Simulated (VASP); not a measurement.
# GW on InSe

Wanted: how far GW moves the Kohn-Sham levels of InSe. The cell has space group R3m. The start is a cell from a database of measured crystal structures.

Method: r2SCAN; plane waves and PAW (In_d_GW, Se_GW), in the first sound run; inputs show where later runs differ, in VASP 6.6.1.

The database entry behind the starting cell differs from later determinations by our own check (c about 1.5 % long), so it need not match the best structure at ambient conditions.

### Step 1. The starting structure

Symmetry: R3m, No. 160, trigonal system. The conventional cell has a = 4.000 Å, b = 4.000 Å, c = 25.320 Å, α = 90.00°, β = 90.00°, γ = 120.00°. Nearest to In lie 3 Se at 2.64 Å and 1 In at 2.82 Å. In has 3 Se at 2.63 Å and 1 In at 2.82 Å nearest. Nearest to Se lie 3 In at 2.64 Å. Nearest to Se lie 3 In at 2.63 Å. Farther neighbours and most contacts between anions are not listed.

As a file:

```xyz
4
Lattice="2.0000 1.1547 8.4400 -2.0000 1.1547 8.4400 0.0000 -2.3094 8.4400" Properties=species:S:1:pos:R:3 pbc="T T T"
In    0.0000    0.0000    0.0000
In    0.0000    0.0000    2.8206
Se    0.0000    0.0000   15.6098
Se    0.0000    0.0000   20.9675
```

### Step 2. Ground state, k-mesh 4×4×4

The orbitals come from a self-consistent r2SCAN run with a tight EDIFF and a narrow smearing. KPOINTS_OPT adds the bands along a path, which shows whether the mesh holds the band edges.

INCAR

```
SYSTEM = InSe
PREC = Accurate
ENCUT = 300
EDIFF = 1E-08
NELM = 100
ISMEAR = 0
SIGMA = 0.01
LREAL = .FALSE.
ALGO = Normal
METAGGA = R2SCAN
LASPH = .TRUE.
NBANDS = 25
LORBIT = 11
LWAVE = .TRUE.
LCHARG = .FALSE.
KPAR = 8
```

POSCAR

```
InSe
1.0
    2.0000000000      1.1547005384      8.4400000000
   -2.0000000000      1.1547005384      8.4400000000
    0.0000000000     -2.3094010768      8.4400000000
In Se
2 2
Direct
    0.0000000000      0.0000000000      0.0000000000
    0.1114000000      0.1114000000      0.1114000000
    0.6165000000      0.6165000000      0.6165000000
    0.8281000000      0.8281000000      0.8281000000
```

KPOINTS

```
Automatic mesh
0
Gamma
4 4 4
0 0 0
```

KPOINTS_OPT

```
Line mode
12
Line-mode
Reciprocal
  0.00000000   0.00000000   0.00000000 GAMMA
  0.50000000   0.00000000   0.00000000 L

  0.50000000   0.00000000   0.00000000 L
  0.50000000   0.17914517  -0.17914517 B1

  0.82085483   0.50000000   0.17914517 B
  0.50000000   0.50000000   0.50000000 Z

  0.50000000   0.50000000   0.50000000 Z
  0.00000000   0.00000000   0.00000000 GAMMA

  0.00000000   0.00000000   0.00000000 GAMMA
  0.33957259   0.00000000  -0.33957259 X

  0.66042741   0.33957259   0.00000000 Q
  0.50000000   0.50000000   0.00000000 F

  0.50000000   0.50000000   0.00000000 F
  0.66042741   0.66042741   0.17914517 P1

  0.66042741   0.66042741   0.17914517 P1
  0.50000000   0.50000000   0.50000000 Z

  0.50000000   0.00000000   0.00000000 L
  0.82085483   0.33957259   0.33957259 P
```

The projector-augmented-wave data sets are In_d_GW and Se_GW (PBE family, release 64).

On the command line:

```sh
mpirun -np 8 vasp_std
```

Output:

```text
[banner, memory and clock lines left out]
running    8 mpi-ranks, on    1 nodes
 distrk:  each k-point on    1 cores,    8 groups
 distr:  one band on    1 cores,    1 groups

 POSCAR found type information on POSCAR InSe
 POSCAR found :  2 types and       4 ions
|                                                                             |
|           W    W    AA    RRRRR   N    N  II  N    N   GGGG   !!!           |
|           W    W   A  A   R    R  NN   N  II  NN   N  G    G  !!!           |
|           W    W  A    A  R    R  N N  N  II  N N  N  G       !!!           |
|           W WW W  AAAAAA  RRRRR   N  N N  II  N  N N  G  GGG   !            |
|           WW  WW  A    A  R   R   N   NN  II  N   NN  G    G                |
|           W    W  A    A  R    R  N    N  II  N    N   GGGG   !!!           |
|                                                                             |
|     For optimal performance we recommend to set                             |
|       NCORE = 2 up to number-of-cores-per-socket                            |
|     NCORE specifies how many cores store one orbital (NPAR=cpu/NCORE).      |
|     This setting can greatly improve the performance of VASP for DFT.       |
|     The default, NCORE=1 might be grossly inefficient on modern             |
|     multi-core architectures or massively parallel machines. Do your        |
|     Unfortunately you need to use the default for GW and RPA                |
|     calculations (for HF NCORE is supported but not extensively tested      |
|     yet).                                                                   |
|                                                                             |

|                                                                             |
|               ----> ADVICE to this user running VASP <----                  |
|                                                                             |
|     You enforced a specific xc type in the INCAR file but a different       |
|     [... a line on the potential file left out ...]
|     I HOPE YOU KNOW WHAT YOU ARE DOING!                                     |
|                                                                             |

 LDA part: xc-table for (None), standard interpolation
 POSCAR, INCAR and KPOINTS ok, starting setup
 FFT: planning ... GRIDC
 FFT: planning ... GRID_SOFT
 FFT: planning ... GRID
 WAVECAR not read
 entering main loop
       N       E                     dE             d eps       ncg     rms          rms(c)
DAV:   1     0.357236913750E+03    0.35724E+03   -0.11521E+04   742   0.219E+03
DAV:   2     0.657845601556E+01   -0.35066E+03   -0.33621E+03   877   0.569E+02
DAV:   3    -0.738547729004E+02   -0.80433E+02   -0.79298E+02  1092   0.423E+02
DAV:   4    -0.848891823244E+02   -0.11034E+02   -0.11014E+02  1260   0.127E+02
DAV:   5    -0.850779969274E+02   -0.18881E+00   -0.18870E+00  1100   0.154E+01    0.667E+00
DAV:   6    -0.762748211684E+02    0.88032E+01   -0.46611E+00   892   0.109E+02    0.374E+00
DAV:   7    -0.762717509730E+02    0.30702E-02   -0.11862E+00  1052   0.168E+01    0.242E+00
DAV:   8    -0.762892177426E+02   -0.17467E-01   -0.68545E-02  1124   0.694E+00    0.114E+00
DAV:   9    -0.762939372954E+02   -0.47196E-02   -0.94421E-03  1140   0.116E+00    0.232E-01
DAV:  10    -0.762938657026E+02    0.71593E-04   -0.44843E-03  1076   0.181E+00    0.627E-02
DAV:  11    -0.762939287684E+02   -0.63066E-04   -0.26665E-04  1164   0.402E-01    0.233E-02
DAV:  12    -0.762939280947E+02    0.67370E-06   -0.44977E-05  1236   0.131E-01    0.805E-03
DAV:  13    -0.762939290687E+02   -0.97403E-06   -0.48230E-06  1068   0.236E-02    0.361E-03
DAV:  14    -0.762939277150E+02    0.13537E-05   -0.15940E-06  1124   0.234E-02    0.108E-03
DAV:  15    -0.762939280467E+02   -0.33170E-06   -0.20578E-07  1020   0.112E-02    0.296E-04
DAV:  16    -0.762939280137E+02    0.32990E-07   -0.89761E-09   676   0.280E-03    0.157E-04
DAV:  17    -0.762939279951E+02    0.18590E-07   -0.45332E-09   588   0.169E-03    0.697E-05
DAV:  18    -0.762939280163E+02   -0.21186E-07   -0.30642E-09   532   0.202E-03    0.561E-05
DAV:  19    -0.762939280117E+02    0.45470E-08   -0.13782E-09   492   0.874E-04
   1 F= -.76293928E+02 E0= -.76293928E+02  d E =-.340942E-48
 Start KPOINTS_OPT (optional k-point list driver)
k-point batch [1-13\108]
       N       E                     dE             ncg
DAV:   1     0.186027461489E+04   -0.42777E+04      778
DAV:   2    -0.254042470156E+04   -0.44007E+04      901
DAV:   3    -0.358418528283E+04   -0.10438E+04     1135
DAV:   4    -0.369909480740E+04   -0.11491E+03     1228
DAV:   5    -0.370143513282E+04   -0.23403E+01     1084
DAV:   6    -0.370155923745E+04   -0.12410E+00     1164
DAV:   7    -0.370156594220E+04   -0.67048E-02     1148
DAV:   8    -0.370156632778E+04   -0.38557E-03     1204
DAV:   9    -0.370156635326E+04   -0.25487E-04     1172
DAV:  10    -0.370156635423E+04   -0.96572E-06     1180
DAV:  11    -0.370156635431E+04   -0.81488E-07      828
DAV:  12    -0.370156635432E+04   -0.40841E-08      676
[...]
k-point batch [105-108\108]
       N       E                     dE             ncg
DAV:   1     0.779441764003E+04   -0.28988E+04      232
DAV:   2     0.646089655931E+04   -0.13335E+04      260
DAV:   3     0.615809708248E+04   -0.30280E+03      348
DAV:   4     0.612702064510E+04   -0.31076E+02      360
DAV:   5     0.612615266991E+04   -0.86798E+00      368
DAV:   6     0.612613235607E+04   -0.20314E-01      344
DAV:   7     0.612613092665E+04   -0.14294E-02      376
DAV:   8     0.612613084463E+04   -0.82018E-04      344
DAV:   9     0.612613084173E+04   -0.28990E-05      376
DAV:  10     0.612613084157E+04   -0.15690E-06      336
DAV:  11     0.612613084157E+04   -0.37444E-08      208
 writing wavefunctions
```

It took 3.4 min on 8 MPI ranks of AMD EPYC 9R45, shared host; peak memory 2.9 GiB.

Lines that name or quote the potential files are left out of all logs, and their timing lines are given in words.

OUTCAR, selected parts (step 2):

```text
ion  position               nearest neighbor table
   1  0.000  0.000  0.000-   3 2.64   3 2.64   3 2.64   2 2.82
   2  0.111  0.111  0.111-   4 2.63   4 2.63   4 2.63   1 2.82
   3  0.617  0.617  0.617-   1 2.64   1 2.64   1 2.64
   4  0.828  0.828  0.828-   2 2.63   2 2.63   2 2.63

  LATTYP: Found a trigonal (rhomboedric) cell.
 ALAT       =     8.7502533297
 COS(alpha) =     0.8955162542

 Subroutine GETGRP returns: Found  6 space group operations
 (whereof  6 operations were pure point group operations)

The static configuration has the point symmetry C_3v.

 Found     13 irreducible k-points:

   k-points           NKPTS =     13   k-points in BZ     NKDIM =     13   number of bands    NBANDS=     25

   dimension x,y,z NGX =    50 NGY =   50 NGZ =   50
   dimension x,y,z NGXF=   100 NGYF=  100 NGZF=  100

   ENCUT  =  300.0 eV  22.05 Ry    4.70 a.u.  12.36 12.36 12.36*2*pi/ulx,y,z

   NELECT =      38.0000    total number of electrons

 k-points in reciprocal lattice and weights: Automatic mesh
   0.00000000  0.00000000  0.00000000       0.016
   0.25000000 -0.00000000  0.00000000       0.094
   0.50000000 -0.00000000  0.00000000       0.047
   0.25000000  0.25000000  0.00000000       0.094
   0.50000000  0.25000000  0.00000000       0.188
  -0.25000000  0.25000000  0.00000000       0.094
   0.50000000  0.50000000  0.00000000       0.047
   0.25000000  0.25000000  0.25000000       0.031
   0.50000000  0.25000000  0.25000000       0.094
  -0.25000000  0.25000000  0.25000000       0.094
   0.50000000  0.50000000  0.25000000       0.094
  -0.25000000  0.50000000  0.25000000       0.094
   0.50000000  0.50000000  0.50000000       0.016

 average (electrostatic) potential at core
       1 -81.1366       2 -81.1391       3 -59.4158       4 -59.4220

 E-fermi :   3.0287

 k-point     1 :       0.0000    0.0000    0.0000
  band No.  band energies     occupation
    ...
     15       1.4163      2.00000
     16       1.5592      2.00000
     17       1.5592      2.00000
     18       1.6509      2.00000
     19       1.6509      2.00000
     20       4.9578      0.00000
     21       5.4921      0.00000
     22       7.6552      0.00000
     23       7.6552      0.00000
     24       8.5601      0.00000
    ...

 k-point     2 :       0.2500   -0.0000    0.0000
  band No.  band energies     occupation
    ...
     15      -0.6385      2.00000
     16       0.8225      2.00000
     17       0.9568      2.00000
     18       1.0923      2.00000
     19       1.8903      2.00000
     20       5.2614      0.00000
     21       5.4539      0.00000
     22       7.3734      0.00000
     23       7.5907      0.00000
     24       8.0116      0.00000
    ...

 k-point     3 :       0.5000   -0.0000    0.0000
  band No.  band energies     occupation
    ...
     15      -0.6326      2.00000
     16       0.4915      2.00000
     17       0.4992      2.00000
     18       0.5980      2.00000
     19       1.2050      2.00000
     20       4.4086      0.00000
     21       5.2039      0.00000
     22       6.9210      0.00000
     23       7.2834      0.00000
     24       8.0407      0.00000
    ...

  Total        1.1665753      1.1665753      0.0632262     -0.0000000      0.0000000      0.0000000
  in kB       15.9819700     15.9819700      0.8661933     -0.0000000      0.0000000      0.0000000
  external PRESSURE =      10.9433778 kB  Pullay stress =       0.0000000 kB

  energy-cutoff  :      300.00
  volume of cell :      116.95
      direct lattice vectors                 reciprocal lattice vectors
     2.000000000  1.154700538  8.440000000     0.250000000  0.144337567  0.039494471
    -2.000000000  1.154700538  8.440000000    -0.250000000  0.144337567  0.039494471
     0.000000000 -2.309401077  8.440000000     0.000000000 -0.288675135  0.039494471

 POSITION                                       TOTAL-FORCE (eV/Angst)
 -----------------------------------------------------------------------------------
      0.00000      0.00000      0.00000         0.000000     -0.000000      0.219605
      0.00000      0.00000      2.82065         0.000000     -0.000000     -0.235375
      0.00000      0.00000     15.60978         0.000000     -0.000000     -0.029410
      0.00000      0.00000     20.96749         0.000000      0.000000      0.045180
 -----------------------------------------------------------------------------------
    total drift:                                0.000000      0.000000      0.000317

  FREE ENERGIE OF THE ION-ELECTRON SYSTEM (eV)
  ---------------------------------------------------
  free  energy   TOTEN  =       -76.2939280117 eV

  energy  without entropy=      -76.2939280117  energy(sigma->0) =      -76.29392801

 total charge
# of ion       s       p       d       f       tot
--------------------------------------------------
    1        0.935   0.637  10.031   0.018  11.620
    2        0.934   0.639  10.031   0.018  11.622
    3        1.445   2.355   0.023   0.000   3.824
    4        1.445   2.356   0.024   0.000   3.825
--------------------------------------------------
tot          4.759   5.987  20.109   0.036  30.891

[... 3 further parts left out ...]
```

The PAW data sets were made with PBE, which is usual practice but a small mismatch for other functionals.

Numbers from this step:

- free energy (TOTEN): -76.2939 eV
- Fermi energy: 3.029 eV
- pressure: 1.094 GPa
- least gap on mesh and path: 0.8372 eV
- least direct gap on mesh and path: 0.8372 eV

The highest empty bands on the path are converged less tightly, to about 0.1 eV. The electronic bands at the labelled points (eV, zero at the valence-band top; v1 is the highest filled band, c1 the lowest empty one):

```csv
point,v4,v3,v2,v1,c1,c2,c3,c4
Γ,-1.37,-1.37,-1.28,-1.28,2.03,2.56,4.73,4.73
0.55 of the way,-2.13,-2.04,-1.91,-1.06,2.18,2.47,4.35,4.70
L,-2.44,-2.43,-2.33,-1.72,1.48,2.28,3.99,4.36
0.45 of the way,-3.30,-2.97,-2.19,-1.61,2.09,2.63,3.82,4.65
B1,-3.78,-2.60,-2.32,-1.82,1.95,2.76,3.69,4.77
jump to B,-3.78,-2.60,-2.32,-1.82,1.95,2.76,3.69,4.77
0.45 of the way,-3.03,-2.69,-2.33,-0.83,2.75,2.94,4.44,4.89
Z,-1.44,-1.20,-1.20,0.00,0.84,2.61,4.65,4.65
0.45 of the way,-1.42,-1.23,-1.23,-0.74,1.48,2.60,4.68,4.68
Γ,-1.37,-1.37,-1.28,-1.28,2.03,2.56,4.73,4.73
0.55 of the way,-2.69,-2.62,-1.90,-1.03,2.47,2.75,3.76,4.93
X,-3.79,-2.64,-2.29,-1.79,1.99,2.68,3.72,4.74
jump to Q,-3.79,-2.64,-2.29,-1.79,1.99,2.68,3.72,4.74
0.55 of the way,-2.89,-2.69,-2.56,-1.62,1.94,2.37,4.00,4.52
F,-2.72,-2.59,-2.14,-1.56,1.49,2.25,3.66,3.97
0.45 of the way,-2.71,-2.59,-2.15,-1.59,1.54,2.21,3.67,4.02
P1,-2.65,-2.57,-2.17,-1.68,1.71,2.08,3.73,4.14
0.45 of the way,-3.11,-2.12,-1.76,-0.68,2.37,2.71,4.33,4.68
Z,-1.44,-1.20,-1.20,0.00,0.84,2.61,4.65,4.65
jump to L,-2.44,-2.43,-2.33,-1.72,1.48,2.28,3.99,4.36
0.45 of the way,-2.49,-2.45,-2.26,-1.76,1.63,2.13,3.91,4.34
P,-2.65,-2.57,-2.17,-1.68,1.71,2.08,3.73,4.14
```

Of the projections kept (In, Se), the largest for each band there; the rest of the weight can lie on other orbitals:

```csv
point,v4,v3,v2,v1,c1,c2,c3,c4
Γ,Se 0.85,Se 0.85,Se 0.83,Se 0.83,Se 0.54,In 0.71,In 0.84,In 0.84
L,Se 0.72,Se 0.79,Se 0.75,Se 0.55,In 0.60,In 0.63,In 0.66,In 0.70
B1,Se 0.73,Se 0.77,Se 0.77,In 0.59,In 0.59,In 0.67,In 0.50,In 0.55
B,Se 0.73,Se 0.77,Se 0.77,In 0.59,In 0.59,In 0.67,In 0.50,In 0.55
Z,Se 0.84,Se 0.85,Se 0.85,Se 0.74,In 0.57,In 0.67,In 0.84,In 0.84
Γ,Se 0.85,Se 0.85,Se 0.83,Se 0.83,Se 0.54,In 0.71,In 0.84,In 0.84
```

The cell has a gap of 0.837 eV on mesh and path. Spin-orbit coupling is left out, which can shift or reorder these edges. Forces of up to 0.24 eV/Å remain in these settings.

### Step 3. Empty bands, k-mesh 4×4×4

ALGO = Exact makes the empty bands from the converged ground state in one step. LOPTICS writes the k-derivatives of the orbitals (WAVEDER), which give the long-wavelength limit of the screening.

INCAR

```
SYSTEM = InSe
PREC = Accurate
ENCUT = 300
ISMEAR = 0
SIGMA = 0.01
LREAL = .FALSE.
METAGGA = R2SCAN
LASPH = .TRUE.
NBANDS = 272
ALGO = Exact
NELM = 1
LWAVE = .TRUE.
LCHARG = .FALSE.
LOPTICS = .TRUE.
NEDOS = 1000
CSHIFT = 0.1
```

POSCAR is that of step 2.

KPOINTS is that of step 2.

On the command line:

```sh
mpirun -np 8 vasp_std
```

Output:

```text
[banner, memory and clock lines left out]
running    8 mpi-ranks, on    1 nodes
 distrk:  each k-point on    8 cores,    1 groups
 distr:  one band on    1 cores,    8 groups

 POSCAR found type information on POSCAR InSe
 POSCAR found :  2 types and       4 ions
 [... a notice as in an earlier step ...]

 [... a notice as in an earlier step ...]

 LDA part: xc-table for (None), standard interpolation
 found WAVECAR, reading the header
  number of bands has changed, file:    25 present:   272
  trying to continue reading WAVECAR, but it might fail
 POSCAR, INCAR and KPOINTS ok, starting setup
 FFT: planning ... GRIDC
 FFT: planning ... GRID_SOFT
 FFT: planning ... GRID
 reading WAVECAR
 random initialization beyond band           25
 the WAVECAR file was read successfully
 initial charge from wavefunction
 entering main loop
       N       E                     dE             d eps       ncg     rms          rms(c)
DIA:   1    -0.762939280106E+02   -0.76294E+02    0.00000E+00     0   0.000E+00
   1 F= -.76293928E+02 E0= -.76293928E+02  d E =-.229017E-14
 writing wavefunctions
 optical routines
 imaginary and real dielectric function
 direction            1
 direction            2
 direction            3
```

Run time: 60 s. Hardware: 8 MPI ranks; peak memory 1.7 GiB.

OUTCAR, selected parts (step 3):

```text
The static configuration has the point symmetry C_3v.

 Found     13 irreducible k-points:

   k-points           NKPTS =     13   k-points in BZ     NKDIM =     13   number of bands    NBANDS=    272

   NELECT =      38.0000    total number of electrons

 E-fermi :   2.9770

 k-point     1 :       0.0000    0.0000    0.0000
  band No.  band energies     occupation
    ...
     15       1.4163      2.00000
     16       1.5592      2.00000
     17       1.5592      2.00000
     18       1.6509      2.00000
     19       1.6509      2.00000
     20       4.9578      0.00000
     21       5.4921      0.00000
     22       7.6552      0.00000
     23       7.6552      0.00000
     24       8.5595      0.00000
    ...

 k-point     4 :       0.2500    0.2500    0.0000
  band No.  band energies     occupation
    ...
     15      -0.5935      2.00000
     16       0.6671      2.00000
     17       0.8666      2.00000
     18       1.1933      2.00000
     19       2.1079      2.00000
     20       5.0888      0.00000
     21       5.4614      0.00000
     22       7.4276      0.00000
     23       7.6892      0.00000
     24       7.9125      0.00000
    ...

  Total        1.1660096      1.1660096      0.0627494      0.0000000      0.0000000     -0.0000000
  in kB       15.9742195     15.9742195      0.8596608      0.0000000      0.0000000     -0.0000000
  external PRESSURE =      10.9360333 kB  Pullay stress =       0.0000000 kB

 POSITION                                       TOTAL-FORCE (eV/Angst)
 -----------------------------------------------------------------------------------
      0.00000      0.00000      0.00000         0.000000      0.000000      0.219619
      0.00000      0.00000      2.82065         0.000000      0.000000     -0.235394
      0.00000      0.00000     15.60978         0.000000     -0.000000     -0.029376
      0.00000      0.00000     20.96749         0.000000      0.000000      0.045151
 -----------------------------------------------------------------------------------
    total drift:                               -0.000000      0.000000      0.000312

  FREE ENERGIE OF THE ION-ELECTRON SYSTEM (eV)
  ---------------------------------------------------
  free  energy   TOTEN  =       -76.2939280106 eV

  energy  without entropy=      -76.2939280106  energy(sigma->0) =      -76.29392801

 plasma frequency squared (from intraband transitions) (eV^2)
  --------------------------------------------------------------------------------------
       0.000       0.000       0.000
       0.000       0.000       0.000
       0.000       0.000       0.000

[... 11 parts as in an earlier step ...]

[... 1 further part left out ...]
```

The gap is read on the k-mesh alone, so it is an upper bound where the band edges lie off the mesh.

This step gave:

```yaml
gap_on_the_k_mesh: 0.8372 eV
least_direct_gap_on_the_k_mesh: 0.8372 eV
```

WAVECAR now holds 272 bands for 38 electrons. Its independent-particle dielectric tensor has xx, yy, zz = 9.1, 9.1, 14.0 on this mesh, which isn't tested for convergence in mesh or bands and lacks local fields.

(Continued in part 2 of 3.)

[Lines on the potential files, build, host, timing and source positions are cut from VASP's logs without a mark.]

[Logs are printed without paths, hosts, clocks, repeated set-up lines and the standing remarks that a program may print on its own settings, such as how far it seeks lower states.]

[Hosts, paths, dates, database ids (printed as entryN), source tags and the programs' standing remarks are cut or masked in the printed files.]

[Pressures printed for these runs are not shown converged in the cutoff: they can be off by several GPa and have the wrong sign.]
